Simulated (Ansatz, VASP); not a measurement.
# AlN: VASP beside Ansatz, part 3 of 3

Aim: how closely do two programs agree when they are given the same cell, functional and k mesh? The cell is taken from a series of runs on this material, whose earlier steps may have relaxed, scaled, displaced or heated it; both programs get it as it stands.

VASP 6.6.1 and Ansatz 0.2.0.

So far: The structure; Ansatz: zone-centre phonons, LDA; VASP: zone-centre phonons, LDA.

## (3) VASP: zone-centre phonons, LDA (continued)

Level of this step: LDA; plane waves and PAW (Al, N) (VASP).

OUTCAR, selected parts (step 3):

```text
ion  position               nearest neighbor table
   1  0.333  0.667  0.999-   4 1.87   4 1.87   4 1.87   3 1.88   2 3.04   2 3.04   2 3.04   2 3.04
                             2 3.04   2 3.04
   2  0.667  0.333  0.499-   3 1.87   3 1.87   3 1.87   4 1.88   1 3.04   1 3.04   1 3.04   1 3.04
                             1 3.04   1 3.04
   3  0.333  0.667  0.381-   2 1.87   2 1.87   2 1.87   1 1.88
   4  0.667  0.333  0.881-   1 1.87   1 1.87   1 1.87   2 1.88

  LATTYP: Found a hexagonal cell.
 ALAT       =     3.0805571897
 C/A-ratio  =     1.6004690419

 Subroutine GETGRP returns: Found 12 space group operations
 (whereof  6 operations were pure point group operations)

The static configuration has the point symmetry C_3v.
 The point group associated with its full space group is C_6v.

 Found     36 irreducible k-points:

   k-points           NKPTS =     36   k-points in BZ     NKDIM =     36   number of bands    NBANDS=     14

   dimension x,y,z NGX =    28 NGY =   28 NGZ =   40
   dimension x,y,z NGXF=    56 NGYF=   56 NGZF=   80

   ENCUT  =  600.0 eV  44.10 Ry    6.64 a.u.   6.15  6.15  9.85*2*pi/ulx,y,z

   NELECT =      16.0000    total number of electrons

 k-points in reciprocal lattice and weights: Automatic mesh
   0.00000000  0.00000000  0.00000000       0.003
   0.11111111  0.00000000  0.00000000       0.019
   0.22222222  0.00000000  0.00000000       0.019
   0.33333333  0.00000000  0.00000000       0.019
   0.44444444  0.00000000  0.00000000       0.019
   0.11111111  0.11111111  0.00000000       0.019
   0.22222222  0.11111111  0.00000000       0.037
   0.33333333  0.11111111  0.00000000       0.037
   0.44444444  0.11111111  0.00000000       0.019
[...]
0.33333333  0.22222222  0.50000000       0.037
   0.33333333  0.33333333  0.50000000       0.006

 average (electrostatic) potential at core
       1 -69.5514       2 -69.5514       3 -59.5715       4 -59.5715

  Total        0.5329274      0.5329274      0.4927507      0.0000000     -0.0000000      0.0000000
  in kB       21.0723447     21.0723447     19.4837300      0.0000000     -0.0000000      0.0000000
[...]
3.080557190  0.000000000  0.000000000     0.324616600  0.187417481 -0.000000000
    -1.540278595  2.667840784  0.000000000     0.000000000  0.374834962  0.000000000
     0.000000000  0.000000000  4.930336414     0.000000000 -0.000000000  0.202825916

 POSITION                                       TOTAL-FORCE (eV/Angst)
 -----------------------------------------------------------------------------------
      0.00000      1.77856      4.92543        -0.000000      0.000000     -0.002735
      1.54028      0.88928      2.46026        -0.000000      0.000000     -0.002735
      0.00000      1.77856      1.87844         0.000000     -0.000000      0.002735
      1.54028      0.88928      4.34360         0.000000      0.000000      0.002735
 -----------------------------------------------------------------------------------
    total drift:                               -0.000000      0.000000     -0.000919

 MACROSCOPIC STATIC DIELECTRIC TENSOR (including local field effects in DFT)
 ------------------------------------------------------
           4.380873     0.000000     0.000000
           0.000000     4.380873     0.000000
           0.000000     0.000000     4.600769
 ------------------------------------------------------

 PIEZOELECTRIC TENSOR (including local field effects)  for field in x, y, z        (C/m^2)
          XX          YY          ZZ          XY          YZ          ZX
  --------------------------------------------------------------------------------
  x     0.00000     0.00000     0.00000    -0.00000     0.00000     0.33284
  y     0.00000    -0.00000     0.00000     0.00000     0.33284     0.00000
  z     0.25242     0.25242    -0.37068     0.00000     0.00000     0.00000

 BORN EFFECTIVE CHARGES (including local field effects) (in |e|, cummulative output)
 ---------------------------------------------------------------------------------
 ion    1
    1     2.50885     0.00000     0.00000
    2     0.00000     2.50885     0.00000
    3    -0.00000     0.00000     2.67116
 ion    2
    1     2.50885     0.00000     0.00000
    2     0.00000     2.50885    -0.00000
    3    -0.00000     0.00000     2.67116
 ion    3
    1    -2.50885    -0.00000     0.00000
    2    -0.00000    -2.50885    -0.00000
    3     0.00000     0.00000    -2.67116
 ion    4
    1    -2.50885    -0.00000     0.00000
    2    -0.00000    -2.50885     0.00000
    3     0.00000     0.00000    -2.67116

 Eigenvectors and eigenvalues of the dynamical matrix
 ----------------------------------------------------

   1 f  =   22.225032 THz   139.643996 2PiTHz  741.347278 cm-1    91.915307 meV
             X         Y         Z           dx          dy          dz
      0.000000  1.778561  4.925429     0.000000    0.000000    0.019777
      1.540279  0.889280  2.460261     0.000000    0.000000   -0.019777
      0.000000  1.778561  1.878435    -0.000000   -0.000000   -0.706830
      1.540279  0.889280  4.343604    -0.000000   -0.000000    0.706830

   2 f  =   20.748356 THz   130.365766 2PiTHz  692.090660 cm-1    85.808267 meV
             X         Y         Z           dx          dy          dz
      0.000000  1.778561  4.925429    -0.175001   -0.374402   -0.000000
      1.540279  0.889280  2.460261    -0.175001   -0.374402    0.000000
      0.000000  1.778561  1.878435     0.242953    0.519780   -0.000000
      1.540279  0.889280  4.343604     0.242953    0.519780    0.000000

   3 f  =   20.748356 THz   130.365766 2PiTHz  692.090660 cm-1    85.808267 meV
             X         Y         Z           dx          dy          dz
      0.000000  1.778561  4.925429     0.374402   -0.175001   -0.000000
      1.540279  0.889280  2.460261     0.374402   -0.175001    0.000000
      0.000000  1.778561  1.878435    -0.519780    0.242953   -0.000000
      1.540279  0.889280  4.343604    -0.519780    0.242953   -0.000000

   4 f  =   20.451691 THz   128.501766 2PiTHz  682.194987 cm-1    84.581361 meV
             X         Y         Z           dx          dy          dz
      0.000000  1.778561  4.925429    -0.162499   -0.347657   -0.000000
      1.540279  0.889280  2.460261     0.162499    0.347657    0.000000
      0.000000  1.778561  1.878435    -0.251485   -0.538037    0.000000
      1.540279  0.889280  4.343604     0.251485    0.538037    0.000000

   5 f  =   20.451691 THz   128.501766 2PiTHz  682.194987 cm-1    84.581361 meV
             X         Y         Z           dx          dy          dz
      0.000000  1.778561  4.925429    -0.347657    0.162499    0.000000
      1.540279  0.889280  2.460261     0.347657   -0.162499   -0.000000
      0.000000  1.778561  1.878435    -0.538037    0.251485    0.000000
      1.540279  0.889280  4.343604     0.538037   -0.251485    0.000000

   6 f  =   18.982613 THz   119.271274 2PiTHz  633.191807 cm-1    78.505743 meV
             X         Y         Z           dx          dy          dz
      0.000000  1.778561  4.925429     0.000000   -0.000000   -0.413360
      1.540279  0.889280  2.460261    -0.000000    0.000000   -0.413360
      0.000000  1.778561  1.878435     0.000000   -0.000000    0.573701
      1.540279  0.889280  4.343604    -0.000000    0.000000    0.573701

   7 f  =   16.769169 THz   105.363793 2PiTHz  559.359252 cm-1    69.351677 meV
             X         Y         Z           dx          dy          dz
      0.000000  1.778561  4.925429     0.000000   -0.000000    0.706830
      1.540279  0.889280  2.460261     0.000000    0.000000   -0.706830
      0.000000  1.778561  1.878435    -0.000000   -0.000000    0.019777
      1.540279  0.889280  4.343604    -0.000000    0.000000   -0.019777

   8 f  =    7.174371 THz    45.077900 2PiTHz  239.311243 cm-1    29.670799 meV
             X         Y         Z           dx          dy          dz
      0.000000  1.778561  4.925429    -0.251489   -0.538036   -0.000000
      1.540279  0.889280  2.460261     0.251489    0.538036   -0.000000
      0.000000  1.778561  1.878435     0.162501    0.347656   -0.000000
      1.540279  0.889280  4.343604    -0.162501   -0.347656   -0.000000

   9 f  =    7.174371 THz    45.077900 2PiTHz  239.311243 cm-1    29.670799 meV
             X         Y         Z           dx          dy          dz
      0.000000  1.778561  4.925429     0.538036   -0.251489   -0.000000
      1.540279  0.889280  2.460261    -0.538036    0.251489   -0.000000
      0.000000  1.778561  1.878435    -0.347656    0.162501   -0.000000
      1.540279  0.889280  4.343604     0.347656   -0.162501   -0.000000

  10 f/i=    0.000713 THz     0.004480 2PiTHz    0.023782 cm-1     0.002949 meV
             X         Y         Z           dx          dy          dz
      0.000000  1.778561  4.925429    -0.546462   -0.174861   -0.000000
      1.540279  0.889280  2.460261    -0.546462   -0.174861   -0.000000
      0.000000  1.778561  1.878435    -0.393622   -0.125954   -0.000000
      1.540279  0.889280  4.343604    -0.393622   -0.125954   -0.000000

  11 f/i=    0.000713 THz     0.004480 2PiTHz    0.023782 cm-1     0.002949 meV
             X         Y         Z           dx          dy          dz
      0.000000  1.778561  4.925429     0.174861   -0.546462   -0.000000
      1.540279  0.889280  2.460261     0.174861   -0.546462   -0.000000
      0.000000  1.778561  1.878435     0.125954   -0.393622   -0.000000
      1.540279  0.889280  4.343604     0.125954   -0.393622   -0.000000

  12 f/i=    0.001915 THz     0.012032 2PiTHz    0.063877 cm-1     0.007920 meV
             X         Y         Z           dx          dy          dz
      0.000000  1.778561  4.925429    -0.000000    0.000000   -0.573701
      1.540279  0.889280  2.460261    -0.000000    0.000000   -0.573701
      0.000000  1.778561  1.878435    -0.000000    0.000000   -0.413360
      1.540279  0.889280  4.343604    -0.000000    0.000000   -0.413360

 MACROSCOPIC STATIC DIELECTRIC TENSOR IONIC CONTRIBUTION
 ------------------------------------------------------
           3.462582     0.000000    -0.000000
           0.000000     3.462582     0.000000
          -0.000000     0.000000     4.688838
 ------------------------------------------------------

 ELASTIC MODULI CONTR FROM IONIC RELAXATION (kBar)
 Direction    XX          YY          ZZ          XY          YZ          ZX
 --------------------------------------------------------------------------------
 XX        -834.1247    384.2108    496.6256     -0.0000      0.0000      0.0000
 YY         384.2108   -834.1247    496.6256     -0.0000     -0.0000     -0.0000
 ZZ         496.6256    496.6256  -1096.3740      0.0000      0.0000     -0.0000
 XY          -0.0000     -0.0000      0.0000   -609.1678     -0.0000      0.0000
 YZ           0.0000     -0.0000      0.0000     -0.0000   -157.5275     -0.0000
 ZX           0.0000     -0.0000     -0.0000     -0.0000     -0.0000   -167.1293
 --------------------------------------------------------------------------------

 PIEZOELECTRIC TENSOR IONIC CONTR  for field in x, y, z        (C/m^2)
          XX          YY          ZZ          XY          YZ          ZX
  --------------------------------------------------------------------------------
  x     0.00000    -0.00000    -0.00000     0.00000    -0.00000    -0.71581
  y     0.00000    -0.00000     0.00000    -0.00000    -0.69495    -0.00000
  z    -0.96639    -0.96639     2.13346    -0.00000    -0.00000     0.00000
```

## (4) Differences

Known differences besides the potentials themselves: the two LDA forms differ slightly; fixed occupations in Ansatz, narrow Gaussian smearing in VASP; VASP's response is taken on the typed mesh, Ansatz refines its own for the field response alone; the cutoff is 979.61 eV in Ansatz and 600 eV in VASP; VASP's log shows a relativistic correction to its local exchange, Ansatz's none; Ansatz's log warns that its cutoff lies below the recommended one. Total energies have different zeros and are not compared.

Compared:

```
                                     quantity  Ansatz   VASP  difference
                                        ε∞ xx    4.34   4.38     -0.83 %
                                        ε∞ yy    4.34   4.38     -0.83 %
                                        ε∞ zz    4.56   4.60     -0.81 %
Born charge of Al1 (mean of the diagonal) (e)    2.56   2.56        0.00
 Born charge of N3 (mean of the diagonal) (e)   -2.56  -2.56        0.00
                   optical mode 1 to 2 (cm⁻¹)   241.6  239.3     +0.95 %
                        optical mode 3 (cm⁻¹)   555.4  559.4     -0.71 %
                        optical mode 4 (cm⁻¹)   626.2  633.2     -1.10 %
                   optical mode 5 to 6 (cm⁻¹)   674.2  682.2     -1.17 %
                   optical mode 7 to 8 (cm⁻¹)   684.7  692.1     -1.07 %
                        optical mode 9 (cm⁻¹)   737.3  741.3     -0.55 %
```

Modes are paired by rising frequency, not by their patterns, so a pair may set unlike modes beside each other; they are those without the splitting of longitudinal modes.

## (5) Results

```yaml
r_m_s_difference_of_the_optical_zone_centre_modes_each_program_s_sorted_by_frequency_zone_centre_phonons_lda: 6.0 cm⁻¹
difference_in_optical_mode_5_to_6_zone_centre_phonons_lda: -1.2 %
```

What this shows: The r.m.s. difference of the optical zone-centre modes, each program's sorted by frequency is 6.0 cm⁻¹ (zone-centre phonons, LDA). Among the rows given in per cent, the largest difference of the zone-centre phonons, LDA pair is in optical mode 5 to 6, -1.2 %. Such differences can come from data sets, numerical settings and the points named under the comparisons, not from the functional's error against experiment.

[Lines on the potential files, build, host, timing and source positions are cut from VASP's logs without a mark.]

[Logs are printed without paths, hosts, clocks, repeated set-up lines and the standing remarks that a program may print on its own settings, such as how far it seeks lower states.]

[Hosts, paths, dates, database ids (printed as entryN), source tags and the programs' standing remarks are cut or masked in the printed files.]
